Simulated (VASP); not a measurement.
# Ti4AlC3 (P6_3/mmc) in VASP: a series of runs

Runs on Ti4AlC3. Level: PBEsol. Tasks: relaxation of cell and atoms.

All numbers are computed with VASP 6.6.1; they aren't measurements. Logs are shortened: lines on timing, memory, paths and dates and some standing lists are left out, and cuts for length are marked.

### Step 1. Starting point

The structure is hexagonal, space group P6_3/mmc (No. 194). The conventional cell has a = 3.060 Å, b = 3.060 Å, c = 23.610 Å, α = 90.00°, β = 90.00°, γ = 120.00°. Around Ti (site symmetry 3m) lie 6 C at 2.19 to 2.21 Å. Ti (site symmetry 3m) has 3 C at 2.02 Å as nearest neighbours. Around Al (site symmetry -6m2) lie 6 Ti at 2.91 Å and 6 Al at 3.06 Å. C (site symmetry -3m) has 6 Ti at 2.21 Å as nearest neighbours. C (site symmetry 3m) is surrounded by 6 Ti at 2.02 to 2.19 Å.

The cell comes from a database or a generator and needn't be the stable form of this composition.

### Step 2. Relaxation of cell and atoms, PBEsol

Input file INCAR:

```
SYSTEM = Ti4AlC3
ALGO     = Normal         ! electronic algorithm
EDIFF    = 1E-6           ! SCF threshold, eV
EDIFFG   = -0.01          ! ionic threshold
ENCUT    = 600            ! plane-wave cutoff, eV
GGA      = PS             ! functional
IBRION   = 2              ! ionic algorithm
ISIF     = 3              ! what is computed and relaxed
ISMEAR   = 0              ! smearing method
KPAR     = 4            
LASPH    = .TRUE.         ! aspherical terms in the spheres
LCHARG   = .FALSE.        ! write CHGCAR
LREAL    = .FALSE.        ! projectors in reciprocal space
LWAVE    = .FALSE.        ! write WAVECAR
NELM     = 80             ! most SCF steps
NSW      = 90             ! ionic steps
PREC     = Accurate       ! precision mode
SIGMA    = 0.03           ! smearing width, eV
```

Input file KPOINTS:

```
k-points
0
G
  12 12 2
  0 0 0
```

Input file POSCAR:

```
Ti4AlC3
1.0
    3.0600000000      0.0000000000      0.0000000000
   -1.5300000000      2.6500377400      0.0000000000
    0.0000000000      0.0000000000     23.6100000000
Ti Al C
8 2 6
Direct
    0.3333333300      0.6666666700      0.0560000000
    0.6666666700      0.3333333300      0.9440000000
    0.6666666700      0.3333333300      0.5560000000
    0.3333333300      0.6666666700      0.4440000000
    0.0000000000      0.0000000000      0.1520000000
    0.0000000000      0.0000000000      0.8480000000
    0.0000000000      0.0000000000      0.6520000000
    0.0000000000      0.0000000000      0.3480000000
    0.3333333300      0.6666666700      0.2500000000
    0.6666666700      0.3333333300      0.7500000000
    0.0000000000      0.0000000000      0.0000000000
    0.0000000000      0.0000000000      0.5000000000
    0.6666666700      0.3333333300      0.1106000000
    0.3333333300      0.6666666700      0.8894000000
    0.3333333300      0.6666666700      0.6106000000
    0.6666666700      0.3333333300      0.3894000000
```

Potentials or basis: VASP PAW PBE potentials, release 64 (Ti_sv, Al, C).

On the command line:

```
$ cat potpaw_PBE.64/Ti_sv/POTCAR potpaw_PBE.64/Al/POTCAR potpaw_PBE.64/C/POTCAR > POTCAR
$ mpirun -np 4 vasp_std > vasp.out
```

OUTCAR:

```text
SYSTEM = Ti4AlC3
   EDIFF = 1E-6
   EDIFFG = -0.01
   ENCUT = 600
   GGA = PS
   IBRION = 2
   ISIF = 3
   ISMEAR = 0
   LASPH = .TRUE.
   LREAL = .FALSE.
   NELM = 80
   NSW = 90
   PREC = Accurate

 ion  position               nearest neighbor table
   1  0.333  0.667  0.056-  13 2.19  13 2.19  13 2.19  11 2.21  11 2.21  11 2.21   5 2.87   5 2.87
                             5 2.87
   2  0.667  0.333  0.944-  14 2.19  14 2.19  14 2.19  11 2.21  11 2.21  11 2.21   6 2.87   6 2.87
                             6 2.87
   3  0.667  0.333  0.556-  15 2.19  15 2.19  15 2.19  12 2.21  12 2.21  12 2.21   7 2.87   7 2.87
                             7 2.87
   4  0.333  0.667  0.444-  16 2.19  16 2.19  16 2.19  12 2.21  12 2.21  12 2.21   8 2.87   8 2.87
                             8 2.87
   5  0.000  0.000  0.152-  13 2.02  13 2.02  13 2.02   1 2.87   1 2.87   1 2.87   9 2.91   9 2.91
                             9 2.91
   6  0.000  0.000  0.848-  14 2.02  14 2.02  14 2.02   2 2.87   2 2.87   2 2.87  10 2.91  10 2.91
                            10 2.91
   7  0.000  0.000  0.652-  15 2.02  15 2.02  15 2.02   3 2.87   3 2.87   3 2.87  10 2.91  10 2.91
                            10 2.91
   8  0.000  0.000  0.348-  16 2.02  16 2.02  16 2.02   4 2.87   4 2.87   4 2.87   9 2.91   9 2.91
                             9 2.91
   9  0.333  0.667  0.250-   5 2.91   8 2.91   5 2.91   8 2.91   5 2.91   8 2.91
  10  0.667  0.333  0.750-   6 2.91   7 2.91   6 2.91   7 2.91   6 2.91   7 2.91
  11  0.000  0.000  0.000-   1 2.21   2 2.21   2 2.21   1 2.21   2 2.21   1 2.21
  12  0.000  0.000  0.500-   3 2.21   4 2.21   3 2.21   4 2.21   3 2.21   4 2.21
  13  0.667  0.333  0.111-   5 2.02   5 2.02   5 2.02   1 2.19   1 2.19   1 2.19
  14  0.333  0.667  0.889-   6 2.02   6 2.02   6 2.02   2 2.19   2 2.19   2 2.19
  15  0.333  0.667  0.611-   7 2.02   7 2.02   7 2.02   3 2.19   3 2.19   3 2.19
  16  0.667  0.333  0.389-   8 2.02   8 2.02   8 2.02   4 2.19   4 2.19   4 2.19

  LATTYP: Found a hexagonal cell.
 ALAT       =     3.0600000000
 C/A-ratio  =     7.7156862745

  Lattice vectors:

 A1 = (   3.0600000000,   0.0000000000,   0.0000000000)
 A2 = (  -1.5300000000,   2.6500377400,   0.0000000000)
 A3 = (   0.0000000000,   0.0000000000,  23.6100000000)

Analysis of symmetry for initial positions (statically):
=====================================================================
 Subroutine PRICEL returns:
 Original cell was already a primitive cell.

 Routine SETGRP: Setting up the symmetry group for a
 hexagonal supercell.

 Subroutine GETGRP returns: Found 24 space group operations
 (whereof 12 operations were pure point group operations)
 out of a pool of 24 trial point group operations.

The static configuration has the point symmetry D_3d.
 The point group associated with its full space group is D_6h.

Analysis of symmetry for dynamics (positions and initial velocities):
=====================================================================
 Subroutine PRICEL returns:
 Original cell was already a primitive cell.

 Routine SETGRP: Setting up the symmetry group for a
 hexagonal supercell.

 Subroutine GETGRP returns: Found 24 space group operations
 (whereof 12 operations were pure point group operations)
 out of a pool of 24 trial point group operations.

The dynamic configuration has the point symmetry D_3d.
 The point group associated with its full space group is D_6h.

 Subroutine INISYM returns: Found 24 space group operations
 (whereof 12 operations are pure point group operations),
 and found     1 'primitive' translations

----------------------------------------------------------------------------------------

                                     Primitive cell

  volume of cell :     191.4562

  direct lattice vectors                    reciprocal lattice vectors
     3.060000000  0.000000000  0.000000000     0.326797386  0.188676558  0.000000000
    -1.530000000  2.650037740  0.000000000     0.000000000  0.377353116  0.000000000
     0.000000000  0.000000000 23.610000000     0.000000000  0.000000000  0.042354934

  length of vectors
     3.060000000  3.060000004 23.610000000     0.377353117  0.377353116  0.042354934

  position of ions in fractional coordinates (direct lattice)
     0.333333330  0.666666670  0.056000000
     0.666666670  0.333333330  0.944000000
     0.666666670  0.333333330  0.556000000
     0.333333330  0.666666670  0.444000000
     0.000000000  0.000000000  0.152000000
     0.000000000  0.000000000  0.848000000
[... 60 lines left out ...]
  0.166667  0.000000  0.000000      6.000000
  0.250000  0.000000  0.000000      6.000000
  0.333333 -0.000000  0.000000      6.000000
  0.416667  0.000000  0.000000      6.000000
[... 16 lines left out ...]
  0.250000  0.000000  0.500000      6.000000
  0.333333 -0.000000  0.500000      6.000000
 [... further k-points ...]
   k-points           NKPTS =     38   k-points in BZ     NKDIM =     38   number of bands    NBANDS=     75
   number of dos      NEDOS =    301   number of ions     NIONS =     16
   total plane-waves  NPLWV = 110592
   dimension x,y,z NGX =    24 NGY =   24 NGZ =  192
   dimension x,y,z NGXF=    48 NGYF=   48 NGZF=  384
   ions per type =               8   2   6
   NGX,Y,Z   is equivalent  to a cutoff of  13.04, 13.04, 13.52 a.u.
   NGXF,Y,Z  is equivalent  to a cutoff of  26.08, 26.08, 27.04 a.u.
 SYSTEM =  Ti4AlC3
   PREC   = accura    normal or accurate (medium, high low for compatibility)
   ISTART =      0    job   : 0-new  1-cont  2-samecut
   ICHARG =      2    charge: 1-file 2-atom 10-const
   ISPIN  =      1    spin polarized calculation?
   LNONCOLLINEAR =      F non collinear calculations
   LSORBIT =      F    spin-orbit coupling
   LASPH  =      T    aspherical Exc in radial PAW
   ENCUT  =  600.0 eV  44.10 Ry    6.64 a.u.   6.11  6.11 47.16*2*pi/ulx,y,z
   NELM   =     80;   NELMIN=  2; NELMDL= -5     # of ELM steps
   EDIFF  = 0.1E-05   stopping-criterion for ELM
   LREAL  =      F    real-space projection
   EDIFFG = -.1E-01   stopping-criterion for IOM
   NSW    =     90    number of steps for IOM
   IBRION =      2    ionic relax: 0-MD 1-quasi-New 2-CG
   NFREE  =      1    steps in history (QN), initial steepest desc. (CG)
   ISIF   =      3    stress and relaxation
   ISYM   =      2    0-nonsym 1-usesym 2-fastsym
   POTIM  = 0.5000    time-step for ionic-motion
   TEBEG  =    0.0;   TEEND  =   0.0 temperature during run
   PSTRESS=    0.0 pullay stress
   NELECT =     126.0000    total number of electrons
   NUPDOWN=      -1.0000    fix difference up-down
   EMIN   =  10.00;   EMAX   =-10.00  energy-range for DOS
   EFERMI =   0.00;   METHOD = LEGACY
   ISMEAR =     0;   SIGMA  =   0.03  broadening in eV -4-tet -1-fermi 0-gaus
   EFERMI_NEDOS =   21; number of points for ismear=-14 and -15
   IALGO  =     38    algorithm
   IMIX   =      4    mixing-type and parameters
     AMIX     =   0.40;   BMIX     =  1.00
     AMIX_MAG =   1.60;   BMIX_MAG =  1.00
  volume/ion in A,a.u.               =      11.97        80.75
  Fermi-wavevector in a.u.,A,eV,Ry     =   1.423995  2.690961 27.589381  2.027762
  Thomas-Fermi vector in A             =   2.544533
   LORBIT       =      0    0 simple, 1 ext, 2 COOP (PROOUT), +10 PAW based schemes
   GGA     = PS    functional components
   LHFCALC =     F    Hartree Fock is set to
   AEXX    =    0.0000 exact exchange contribution
   IVDW    =     0    specifies the selected vdW correction
   LEPSILON=     F    determine dielectric tensor
   LRPA    =     F    only Hartree local field effects (RPA)
 conjugate gradient relaxation of ions
 non-spin polarized calculation
 Gauss-broadening in eV      SIGMA  =   0.03
  energy-cutoff  :      600.00
  volume of cell :      191.46
 maximum number of plane-waves:      6462
   NGX = 13   NGY = 13   NGZ = 95

--------------------------------------- Ionic step        1  -------------------------------------------

 number of electron     125.9999967 magnetization

 Free energy of the ion-electron system (eV)
  ---------------------------------------------------
  ext. energy  EPLUGINS =         0.00000000
  ---------------------------------------------------
  free energy    TOTEN  =      -145.40952138 eV

  energy without entropy =     -145.40509346  energy(sigma->0) =     -145.40730742

------------------------ aborting loop because EDIFF is reached ----------------------------------------

  FORCE on cell =-STRESS in cart. coord.  units (eV):
  Direction    XX          YY          ZZ          XY          YZ          ZX
  --------------------------------------------------------------------------------------
  -------------------------------------------------------------------------------------
  Total        0.5601041      0.5601041     -3.1015815      0.0000000      0.0000000      0.0000000
  in kB        4.6871608      4.6871608    -25.9551956      0.0000000      0.0000000      0.0000000
  external PRESSURE =      -5.5269580 kB  Pullay stress =       0.0000000 kB
[... 131 lines left out ...]
  FREE ENERGIE OF THE ION-ELECTRON SYSTEM (eV)
  ---------------------------------------------------
  free  energy   TOTEN  =      -146.3219791578 eV

  energy  without entropy=     -146.3189885697  energy(sigma->0) =     -146.32048386

[... ionic steps 4 to 11 ...]

--------------------------------------- Ionic step       12  -------------------------------------------

 number of electron     125.9999970 magnetization

------------------------ aborting loop because EDIFF is reached ----------------------------------------
[... 95 lines left out ...]
--------------------------------------- Ionic step       14  -------------------------------------------

 number of electron     125.9999969 magnetization

 Free energy of the ion-electron system (eV)
  ---------------------------------------------------
  ext. energy  EPLUGINS =         0.00000000
  ---------------------------------------------------
  free energy    TOTEN  =      -146.38127704 eV

  energy without entropy =     -146.37808820  energy(sigma->0) =     -146.37968262

 E-fermi :   8.7194     XC(G=0): -12.1553

 val. band max:        8.7122071636   @ k =   0.2500   0.0833   0.5000
 cond. band min:       8.7372436772   @ k =   0.2500   0.1667   0.0000
 fundamental gap:      0.0250365136
 Fermi energy:         8.7194405083

 k-point     1 :       0.0000    0.0000    0.0000
  band No.  band energies     occupation
      1     -47.5586      2.00000
      2     -47.5586      2.00000
      3     -47.5456      2.00000
      4     -47.5456      2.00000
      5     -47.5026      2.00000
      6     -47.5026      2.00000
[... 1861 lines left out ...]
     74      11.1036      0.00000
     75      11.2497      0.00000

 [... further k-points ...]

------------------------ aborting loop because EDIFF is reached ----------------------------------------

  FORCE on cell =-STRESS in cart. coord.  units (eV):
  Direction    XX          YY          ZZ          XY          YZ          ZX
  --------------------------------------------------------------------------------------
  -------------------------------------------------------------------------------------
  Total       -0.0219101     -0.0219101     -0.0252054      0.0000000      0.0000000      0.0000000
  in kB       -0.1857902     -0.1857902     -0.2137340      0.0000000      0.0000000      0.0000000
  external PRESSURE =      -0.1951048 kB  Pullay stress =       0.0000000 kB
[... 31 lines left out ...]
  FREE ENERGIE OF THE ION-ELECTRON SYSTEM (eV)
  ---------------------------------------------------
  free  energy   TOTEN  =      -146.3812770386 eV

  energy  without entropy=     -146.3780881965  energy(sigma->0) =     -146.37968262

 reached required accuracy - stopping structural energy minimisation
```

Run time: 78 min. Hardware: 4 MPI ranks of AMD EPYC 7R43 (Zen 3), shared host; peak memory 0.66 GiB.

Results:

```
Free energy                            : -146.3813 eV
Relaxed volume                         : 11.81 Å³/atom
Relaxed cell                           : a = 3.054 Å, b = 3.054 Å, c = 23.392 Å, α = 90.00°, β = 90.00°, γ = 120.00°
Space group after relaxing (to 0.05 Å) : P6_3/mmc (No. 194)
Energy gained by relaxing              : 60.7 meV/atom
Ionic steps                            : 14
Pressure after relaxing                : 0.0 GPa
Band gap on the k mesh                 : none (metal or under the smearing width)
```

The path:
```tsv
step	energy change (eV)	largest force (eV/Å)	pressure (GPa)	volume (Å³)
1	0.0000	3.1104	-0.55	191.46
2	-0.7514	1.3617	-2.69	190.31
3	-0.9125	0.2711	-2.67	190.64
4	-0.9238	0.2347	3.28	185.48
5	-0.9456	0.2522	0.54	187.77
6	-0.9579	0.1146	0.33	188.03
7	-0.9612	0.1676	0.17	188.26
8	-0.9691	0.0912	-0.14	188.78
9	-0.9706	0.0815	-0.38	189.22
10	-0.9707	0.0833	-0.37	189.14
11	-0.9703	0.0796	0.61	188.51
12	-0.9717	0.0278	0.09	188.86
13	-0.9717	0.0221	-0.05	189.00
14	-0.9718	0.0014	-0.02	188.94
```

Final structure:
```
Ti Al C
1.0
     3.05396    0.00000    0.00000
    -1.52698    2.64480    0.00000
     0.00000    0.00000   23.39241
Ti Al C
8 2 6
Direct
  0.33333 0.66667 0.05084
  0.66667 0.33333 0.94916
  0.66667 0.33333 0.55084
  0.33333 0.66667 0.44916
  0.00000 0.00000 0.15282
  0.00000 0.00000 0.84718
  0.00000 0.00000 0.65282
  0.00000 0.00000 0.34718
  0.33333 0.66667 0.25000
  0.66667 0.33333 0.75000
  0.00000 0.00000 0.00000
  0.00000 0.00000 0.50000
  0.66667 0.33333 0.10772
  0.33333 0.66667 0.89228
  0.33333 0.66667 0.60772
  0.66667 0.33333 0.39228
```

Caveat: the PAW data sets were made with another functional, which shifts forces and pressure a little.

(Continued in part 2 of 2.)
